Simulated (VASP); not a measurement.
# EuIr (Fm-3m) in VASP: notebook, part 2 of 2

VASP 6.6.1. The steps go on from the part before.

### 3 Single point, PBE, collinear spin, typed start

This run uses another cell than the first one, of 24.18 Å³/atom, 1.127 times its volume.

File INCAR:

```
PREC = Accurate ; ENCUT = 520
EDIFF = 1E-6 ; ISMEAR = -1
SIGMA = 0.1 ; LREAL = F
LASPH = T ; NELM = 150
ALGO = Normal ; ISIF = 2
LWAVE = F ; LCHARG = F
ISPIN = 2 ; MAGMOM = 6.3 6.3 -0.4 -0.4
LORBIT = 11 ; LMAXMIX = 6
GGA = PE ; NBANDS = 38
```

File KPOINTS:

```
regular mesh
0
Gamma
  6 6 3
```

File POSCAR:

```
EuIr
1.0
    0.0000000000      2.8917390926      2.8917390926
    2.8917390926      0.0000000000      2.8917390926
    5.7834781828      5.7834781828      0.0000000023
Eu Ir
2 2
Direct
    0.0000000000      0.0000000000      0.0000000000
    0.0000000000      0.0000000000      0.5000000000
    0.5000000000      0.5000000000      0.2500000000
    0.5000000000      0.5000000000      0.7500000000
```

Potentials or basis: VASP PAW PBE potentials, release 64 (Eu, Ir).

The run is started by

```sh
cat potpaw_PBE.64/Eu/POTCAR potpaw_PBE.64/Ir/POTCAR > POTCAR
mpirun -np 1 vasp_std > vasp.out
```

OUTCAR:

```text
PREC = Accurate
   ENCUT = 520
   EDIFF = 1E-6
   ISMEAR = -1
   LREAL = F
   LASPH = T
   NELM = 150
   ISIF = 2
   ISPIN = 2
   LORBIT = 11
   GGA = PE

 ion  position               nearest neighbor table
   1  0.000  0.000  0.000-   3 2.89   4 2.89   3 2.89   4 2.89   4 2.89   3 2.89
   2  0.000  0.000  0.500-   3 2.89   4 2.89   3 2.89   4 2.89   3 2.89   4 2.89
   3  0.500  0.500  0.250-   1 2.89   2 2.89   1 2.89   2 2.89   1 2.89   2 2.89
   4  0.500  0.500  0.750-   1 2.89   2 2.89   1 2.89   2 2.89   2 2.89   1 2.89

  LATTYP: Found a trigonal (rhomboedric) cell.
 ALAT       =     7.0832852423
 COS(alpha) =     0.8333333332

  Lattice vectors:

 A1 = (   5.7834781828,   2.8917390902,  -2.8917390903)
 A2 = (   2.8917390902,   2.8917390902,  -5.7834781829)
 A3 = (   2.8917390902,   5.7834781828,  -2.8917390903)

Analysis of symmetry for initial positions (statically):
=====================================================================
 Subroutine PRICEL returns following result:

  LATTYP: Found a face centered cubic cell.
 ALAT       =     5.7834781852
[... 12 lines left out ...]
 Subroutine GETGRP returns: Found 12 space group operations
 (whereof 12 operations were pure point group operations)
 out of a pool of 12 trial point group operations.

The static configuration has the point symmetry D_3d.

Analysis of symmetry for dynamics (positions and initial velocities):
=====================================================================
 Subroutine PRICEL returns following result:

  LATTYP: Found a face centered cubic cell.
 ALAT       =     5.7834781852
[... 12 lines left out ...]
 Subroutine GETGRP returns: Found 12 space group operations
 (whereof 12 operations were pure point group operations)
 out of a pool of 12 trial point group operations.

The dynamic configuration has the point symmetry D_3d.

Analysis of structural, dynamic, and magnetic symmetry:
=====================================================================
 Subroutine PRICEL returns following result:

  LATTYP: Found a face centered cubic cell.
 ALAT       =     5.7834781852
[... 12 lines left out ...]
 Subroutine GETGRP returns: Found 12 space group operations
 (whereof 12 operations were pure point group operations)
 out of a pool of 12 trial point group operations.

The overall configuration has the point symmetry D_3d.

 Subroutine INISYM returns: Found 12 space group operations
 (whereof 12 operations are pure point group operations),
 and found     2 'primitive' translations

----------------------------------------------------------------------------------------

                                     Primitive cell

  volume of cell :      48.3623

  direct lattice vectors                    reciprocal lattice vectors
     0.000000000  2.891739093  2.891739093    -0.172906332  0.172906332  0.172906332
     2.891739093  0.000000000  2.891739093     0.172906332 -0.172906332  0.172906332
     2.891739091  2.891739091  0.000000001     0.172906332  0.172906332 -0.172906332

  length of vectors
     4.089536644  4.089536644  4.089536642     0.299482552  0.299482552  0.299482552

  position of ions in fractional coordinates (direct lattice)
     0.000000000  0.000000000  0.000000000
     0.500000000  0.500000000  0.500000000

  ion indices of the primitive-cell ions
   primitive index   ion index
                 1           1
                 2           3
[... 83 lines left out ...]
   LREAL  =      F    real-space projection
   EDIFFG = 0.1E-04   stopping-criterion for IOM
   NSW    =      0    number of steps for IOM
   IBRION =     -1    ionic relax: 0-MD 1-quasi-New 2-CG
   NFREE  =      0    steps in history (QN), initial steepest desc. (CG)
   ISIF   =      2    stress and relaxation
   ISYM   =      2    0-nonsym 1-usesym 2-fastsym
   POTIM  = 0.5000    time-step for ionic-motion
   TEBEG  =    0.0;   TEEND  =   0.0 temperature during run
   PSTRESS=    0.0 pullay stress
   NELECT =      52.0000    total number of electrons
   NUPDOWN=      -1.0000    fix difference up-down
   EMIN   =  10.00;   EMAX   =-10.00  energy-range for DOS
   EFERMI =   0.00;   METHOD = LEGACY
   ISMEAR =    -1;   SIGMA  =   0.10  broadening in eV -4-tet -1-fermi 0-gaus
   EFERMI_NEDOS =   21; number of points for ismear=-14 and -15
   IALGO  =     38    algorithm
   IMIX   =      4    mixing-type and parameters
     AMIX     =   0.40;   BMIX     =  1.00
     AMIX_MAG =   1.60;   BMIX_MAG =  1.00
  volume/ion in A,a.u.               =      24.18       163.18
  Fermi-wavevector in a.u.,A,eV,Ry     =   1.331160  2.515527 24.109337  1.771986
  Thomas-Fermi vector in A             =   2.460192
   LORBIT       =     11    0 simple, 1 ext, 2 COOP (PROOUT), +10 PAW based schemes
   GGA     = PE    functional components
   LHFCALC =     F    Hartree Fock is set to
   AEXX    =    0.0000 exact exchange contribution
   IVDW    =     0    specifies the selected vdW correction
   LEPSILON=     F    determine dielectric tensor
   LRPA    =     F    only Hartree local field effects (RPA)
 spin polarized calculation
  energy-cutoff  :      520.00
  volume of cell :       96.72
 maximum number of plane-waves:      2623
   NGX = 15   NGY = 15   NGZ = 31

 number of electron      51.9999997 magnetization      11.9723718

 Free energy of the ion-electron system (eV)
  ---------------------------------------------------
  ext. energy  EPLUGINS =         0.00000000
  ---------------------------------------------------
  free energy    TOTEN  =       -40.54472096 eV

  energy without entropy =      -40.27479599  energy(sigma->0) =      -40.40975848

 E-fermi :   3.5691     XC(G=0): -10.9966

 val. band max:        3.5151702200   @ k =   0.5000   0.0000   0.0000
 cond. band min:       3.5876224088   @ k =   0.0000   0.0000   0.0000
 fundamental gap:      0.0724521889
 Fermi energy:         3.5691263777

 spin component 1

 k-point     1 :       0.0000    0.0000    0.0000
  band No.  band energies     occupation
      1     -37.2250      1.00000
      2     -37.2035      1.00000
      3     -16.0748      1.00000
      4     -15.8175      1.00000
      5     -15.8175      1.00000
      6     -15.7258      1.00000
[... 645 lines left out ...]
     37       6.4348      0.00000
     38       6.4687      0.00000
 Fermi energy:         3.5691263777

 spin component 2

 k-point     1 :       0.0000    0.0000    0.0000
  band No.  band energies     occupation
      1     -34.3273      1.00000
      2     -34.2983      1.00000
      3     -14.0909      1.00000
      4     -13.7524      1.00000
      5     -13.7524      1.00000
      6     -13.6278      1.00000
[... 645 lines left out ...]
     37       7.8544      0.00000
     38       7.9850      0.00000

------------------------ aborting loop because EDIFF is reached ----------------------------------------

  FORCE on cell =-STRESS in cart. coord.  units (eV):
  Direction    XX          YY          ZZ          XY          YZ          ZX
  --------------------------------------------------------------------------------------
  -------------------------------------------------------------------------------------
  Total        0.0524493      0.0524493      0.0524493     -0.0009429      0.0009429      0.0009429
  in kB        0.8687866      0.8687866      0.8687866     -0.0156184      0.0156184      0.0156184
  external PRESSURE =       0.8687866 kB  Pullay stress =       0.0000000 kB

 VOLUME and BASIS-vectors are now :
 -----------------------------------------------------------------------------
  energy-cutoff  :      520.00
  volume of cell :       96.72
      direct lattice vectors                 reciprocal lattice vectors
     0.000000000  2.891739093  2.891739093    -0.172906332  0.172906332  0.172906332
     2.891739093  0.000000000  2.891739093     0.172906332 -0.172906332  0.172906332
     5.783478183  5.783478183  0.000000002     0.086453166  0.086453166 -0.086453166

 POSITION                                       TOTAL-FORCE (eV/Angst)
 -----------------------------------------------------------------------------------
      0.00000      0.00000      0.00000        -0.000000      0.000000      0.000000
      2.89174      2.89174      0.00000        -0.000000      0.000000      0.000000
      2.89174      2.89174      2.89174         0.000000     -0.000000     -0.000000
      5.78348      5.78348      2.89174         0.000000      0.000000      0.000000
 -----------------------------------------------------------------------------------
    total drift:                                0.000000      0.000000      0.000000

  FREE ENERGIE OF THE ION-ELECTRON SYSTEM (eV)
  ---------------------------------------------------
  free  energy   TOTEN  =       -40.5447209596 eV

  energy  without entropy=      -40.2747959938  energy(sigma->0) =      -40.40975848

 total charge

# of ion       s       p       d       f       tot
--------------------------------------------------
    1        2.074   5.703   0.585   6.365  14.727
    2        2.074   5.703   0.585   6.365  14.727
    3        0.817   0.134   7.285   0.000   8.237
    4        0.817   0.134   7.285   0.000   8.237
--------------------------------------------------
tot          5.782  11.675  15.741  12.731  45.928

 magnetization (x)

# of ion       s       p       d       f       tot
--------------------------------------------------
    1       -0.001  -0.101   0.113   6.252   6.263
    2       -0.001  -0.101   0.113   6.252   6.263
    3       -0.045   0.033  -0.574   0.000  -0.586
    4       -0.045   0.033  -0.574   0.000  -0.586
--------------------------------------------------
tot         -0.092  -0.136  -0.922  12.504  11.354
```

OSZICAR:

```text
N       E                     dE             d eps       ncg     rms          rms(c)
DAV:   1     0.437448720637E+03    0.43745E+03   -0.18349E+04  3348   0.597E+03
DAV:   2     0.892053609148E+02   -0.34824E+03   -0.30588E+03  3470   0.629E+02
DAV:   3    -0.182657205076E+02   -0.10747E+03   -0.97743E+02  3542   0.246E+02
DAV:   4    -0.329550391807E+02   -0.14689E+02   -0.13966E+02  4430   0.941E+01
[... 12 lines left out ...]
DAV:  89    -0.405447712425E+02    0.29649E-04   -0.53334E-05  4552   0.103E-01    0.575E-01
DAV:  90    -0.405447325367E+02    0.38706E-04   -0.79494E-05  4534   0.242E-01    0.315E-01
DAV:  91    -0.405447167990E+02    0.15738E-04   -0.76111E-05  4332   0.832E-02    0.109E-01
DAV:  92    -0.405447205456E+02   -0.37467E-05   -0.14537E-05  3356   0.566E-02    0.916E-02
DAV:  93    -0.405447209596E+02   -0.41400E-06   -0.35541E-06  2462   0.379E-02
   1 F= -.40544721E+02 E0= -.40409758E+02  d E =-.269925E+00  mag=    11.9711
```

stdout:

```text
POSCAR found type information on POSCAR EuIr
 POSCAR found :  2 types and       4 ions
 scaLAPACK will be used
 LDA part: xc-table for (Slater+PW92), standard interpolation
 -----------------------------------------------------------------------------
|                                                                             |
|           W    W    AA    RRRRR   N    N  II  N    N   GGGG   !!!           |
|           W    W   A  A   R    R  NN   N  II  NN   N  G    G  !!!           |
|           W    W  A    A  R    R  N N  N  II  N N  N  G       !!!           |
|           W WW W  AAAAAA  RRRRR   N  N N  II  N  N N  G  GGG   !            |
|           WW  WW  A    A  R   R   N   NN  II  N   NN  G    G                |
|           W    W  A    A  R    R  N    N  II  N    N   GGGG   !!!           |
|                                                                             |
|     Your reciprocal lattice and k-lattice belong to different lattice       |
|     classes:                                                                |
|                                                                             |
|        The reciprocal lattice is rhombohedral (trigonal),                   |
|        whereas your k-lattice is body-centered cubic.                       |
|                                                                             |
|     Results are often still useful ...                                      |
|                                                                             |
 -----------------------------------------------------------------------------

 POSCAR, INCAR and KPOINTS ok, starting setup
 FFT: planning ... GRIDC
 FFT: planning ... GRID_SOFT
 FFT: planning ... GRID
 WAVECAR not read
 entering main loop
```

Wall time 23 min (1 thread of Intel Xeon Platinum 8488C (Sapphire Rapids), shared host); peak memory 0.35 GiB.

What came out:

```
Free energy                                           : -40.5447 eV
Pressure                                              : 0.1 GPa
Band gap on the k mesh                                : none (metal or under the smearing width)
Net moment                                            : 11.97 μB per cell
Site moments                                          : Eu +6.26; Ir -0.59 μB
Valence electrons inside the program's atomic spheres : Eu 14.73; Ir 8.24
```

Levels at points of the mesh, in eV from the Fermi level:
Spin up:
| k point | band 30 | band 31 | band 32 | band 33 | band 34 | band 35 |
| --- | --- | --- | --- | --- | --- | --- |
| (0.00, 0.00, 0.00) | -0.47 | -0.05 | -0.05 | 0.36 | 0.36 | 0.86 |
| (0.50, 0.00, 0.00) | -0.19 | -0.05 | -0.05 | 0.36 | 0.36 | 0.86 |
Spin down:
```tsv
k point	band 17	band 18	band 19	band 20	band 21	band 22	band 23	band 24
(0.00, 0.00, 0.00)	-1.17	-0.79	-0.73	-0.73	0.02	2.50	2.50	3.82
(0.50, 0.00, 0.00)	-0.73	-0.73	-0.58	-0.58	0.02	2.07	2.50	2.50
```

Caveat: without U or exact exchange the open f shell lies at the Fermi level, which spoils levels, moments and volumes. The state reached can hang on the start; a lower one may exist.
